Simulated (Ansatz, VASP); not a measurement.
# Cross-check of AlRu2N between VASP and Ansatz, part 2 of 2

Aim: how closely do two programs agree when they are given the same cell, functional and k mesh? The cell is taken from a series of runs on this material, whose earlier steps may have relaxed, scaled, displaced or heated it; both programs get it as it stands.

VASP 6.6.1 and Ansatz 0.2.0.

So far: The structure; Ansatz: relaxation of cell and atoms, PBE; VASP: relaxation of cell and atoms, PBE.

### Step 3. VASP: relaxation of cell and atoms, PBE (continued)

Level of this step: PBE, no spin polarisation; plane waves and PAW (Ru_pv, Al, N) (VASP).

Numbers of over 12 decimals in the logs are rounded to 6 here.

OUTCAR, selected parts (step 3):

```text
ion  position               nearest neighbor table
   1  0.667  0.333  0.911-   7 2.04   7 2.04   7 2.04   5 2.69   5 2.69   5 2.69   3 2.84   3 2.84
                             3 2.84
   2  0.333  0.667  0.412-   8 2.04   8 2.04   8 2.04   6 2.69   6 2.69   6 2.69   4 2.84   4 2.84
                             4 2.84
   3  0.333  0.667  0.089-   7 2.04   7 2.04   7 2.04   6 2.69   6 2.69   6 2.69   1 2.84   1 2.84
                             1 2.84
   4  0.667  0.333  0.589-   8 2.04   8 2.04   8 2.04   5 2.69   5 2.69   5 2.69   2 2.84   2 2.84
                             2 2.84
   5  0.333  0.667  0.750-   1 2.69   4 2.69   1 2.69   4 2.69   1 2.69   4 2.69
   6  0.667  0.333  0.250-   3 2.69   3 2.69   3 2.69   2 2.69   2 2.69   2 2.69
   7  0.000  0.000  0.000-   1 2.04   3 2.04   3 2.04   1 2.04   1 2.04   3 2.04
   8  0.000  0.000  0.500-   2 2.04   2 2.04   4 2.04   2 2.04   4 2.04   4 2.04

  LATTYP: Found a hexagonal cell.
 ALAT       =     2.9280000000
 C/A-ratio  =     4.4142759563

 Subroutine GETGRP returns: Found 24 space group operations
 (whereof 12 operations were pure point group operations)

The static configuration has the point symmetry D_3d.
 The point group associated with its full space group is D_6h.

 Found     28 irreducible k-points:

   k-points           NKPTS =     28   k-points in BZ     NKDIM =     28   number of bands    NBANDS=     44

   dimension x,y,z NGX =    24 NGY =   24 NGZ =  108
   dimension x,y,z NGXF=    48 NGYF=   48 NGZF=  216

   ENCUT  =  600.0 eV  44.10 Ry    6.64 a.u.   5.85  5.85 25.81*2*pi/ulx,y,z

   NELECT =      72.0000    total number of electrons

 k-points in reciprocal lattice and weights: Automatic mesh
   0.00000000  0.00000000  0.00000000       0.005
   0.10000000  0.00000000  0.00000000       0.030
   0.20000000  0.00000000  0.00000000       0.030
   0.30000000  0.00000000  0.00000000       0.030
   0.40000000 -0.00000000  0.00000000       0.030
   0.50000000  0.00000000  0.00000000       0.015
   0.10000000  0.10000000  0.00000000       0.030
   0.20000000  0.10000000  0.00000000       0.060
   0.30000000  0.10000000  0.00000000       0.060
[...]
0.40000000  0.20000000  0.50000000       0.030
   0.30000000  0.30000000  0.50000000       0.030

 average (electrostatic) potential at core
       1 -68.8606       2 -68.8606       3 -68.8606       4 -68.8607       5 -69.0097
       6 -69.0096       7 -59.4533       8 -59.4534

 E-fermi :  11.1942

 k-point     1 :       0.0000    0.0000    0.0000
  band No.  band energies     occupation
    ...
     36      10.0822      2.00000
     37      10.1346      2.00000
     38      10.1346      2.00000
     39      10.3361      2.00000
     40      10.4058      2.00000
     41      13.2176      0.00000
     42      13.2176      0.00000
     43      13.2873      0.00000
     44      13.2873      0.00000

 k-point     2 :       0.1000    0.0000    0.0000
  band No.  band energies     occupation
    ...
     35      10.0153      2.00000
     36      10.1854      2.00000
     37      10.3473      2.00000
     38      10.4166      2.00000
     39      11.1146      1.66164
     40      11.4283      0.01835
     41      12.9556      0.00000
     42      13.0687      0.00000
     43      13.3194      0.00000
     44      13.3934      0.00000

 k-point     3 :       0.2000    0.0000    0.0000
  band No.  band energies     occupation
    ...
     34       9.7495      2.00000
     35       9.7516      2.00000
     36      10.3421      2.00000
     37      10.4609      2.00000
     38      10.5491      2.00000
     39      11.7288      0.00005
     40      12.1741      0.00000
     41      12.6926      0.00000
     42      13.4825      0.00000
     43      13.5121      0.00000
    ...

  Total        0.0052285      0.0052285      0.0019119      0.0000000     -0.0000000      0.0000000
  in kB        0.0867399      0.0867398      0.0317174      0.0000000     -0.0000000      0.0000000
  external PRESSURE =       0.0683990 kB  Pullay stress =       0.0000000 kB

  energy-cutoff  :      600.00
  volume of cell :       96.58
      direct lattice vectors                 reciprocal lattice vectors
     2.856509301 -0.000000000 -0.000000000     0.350077628  0.202117442 -0.000000000
    -1.428254650  2.473809267 -0.000000000     0.000000000  0.404234883 -0.000000000
    -0.000000000  0.000000000 13.666880987     0.000000000  0.000000000  0.073169584

 POSITION                                       TOTAL-FORCE (eV/Angst)
 -----------------------------------------------------------------------------------
      1.42825      0.82460     12.32414         0.000000      0.000000     -0.001199
     -0.00000      1.64921      5.49070        -0.000000     -0.000000     -0.001199
     -0.00000      1.64921      1.34274        -0.000000     -0.000000      0.001199
      1.42825      0.82460      8.17618         0.000000      0.000000      0.001199
     -0.00000      1.64921     10.25016         0.000000      0.000000     -0.000000
      1.42825      0.82460      3.41672         0.000000      0.000000      0.000000
      0.00000      0.00000      0.00000         0.000000      0.000000     -0.000000
      0.00000      0.00000      6.83344        -0.000000      0.000000     -0.000000
 -----------------------------------------------------------------------------------
    total drift:                                0.000000     -0.000978     -0.001291

  FREE ENERGIE OF THE ION-ELECTRON SYSTEM (eV)
  ---------------------------------------------------
  free  energy   TOTEN  =       -60.1143512554 eV

  energy  without entropy=      -60.0557760021  energy(sigma->0) =      -60.08506363

 reached required accuracy - stopping structural energy minimisation

 total charge
# of ion       s       p       d       tot
------------------------------------------
    1        0.306   6.273   6.062  12.641
    2        0.306   6.273   6.062  12.641
    3        0.306   6.273   6.062  12.641
    4        0.306   6.273   6.062  12.641
    5        0.409   0.388   0.000   0.797
    6        0.409   0.388   0.000   0.797
    7        1.239   2.386   0.000   3.625
    8        1.239   2.386   0.000   3.625
--------------------------------------------------
tot          4.521  30.640  24.248  59.408

[... 3 further parts left out ...]
```

This run has no spin polarisation, so a moment on Ru, if there is one, isn't seen.

### Step 4. Side by side

Known differences besides the potentials themselves: the data sets hold 80 valence electrons in Ansatz (on its PAW soft_1 files) and 72 in VASP; the cutoff is 420 eV in Ansatz and 600 eV in VASP; Ansatz adds a Pulay correction to the stress that steers its cell, VASP none. Total energies have different zeros and are not compared.

Compared:

```tsv
quantity	Ansatz	VASP	difference
volume (Å³)	96.62	96.58	+0.04 %
edge a after relaxation, in the typed setting (Å)	2.858	2.857	+0.04 %
edge c after relaxation, in the typed setting (Å)	13.662	13.667	-0.03 %
```

### Step 5. Summary of results

```json
{
 "difference in volume (relaxation of cell and atoms, PBE)": "0.045 %"
}
```

What this shows: The difference in volume is 0.045 % (relaxation of cell and atoms, PBE), within the 1.2 % picked in this series as the mark of a large difference, as far as the stopping tolerances let one tell. The data sets hold unlike numbers of valence electrons (80 in Ansatz and 72 in VASP), so part of the differences comes from the potentials. Such differences can come from data sets, numerical settings and the points named under the comparisons, not from the functional's error against experiment.

[Lines on the potential files, build, host, timing and source positions are cut from VASP's logs without a mark.]

[Logs are printed without paths, hosts, clocks, repeated set-up lines and the standing remarks that a program may print on its own settings, such as how far it seeks lower states.]

[Hosts, paths, dates, database ids (printed as entryN), source tags and the programs' standing remarks are cut or masked in the printed files.]
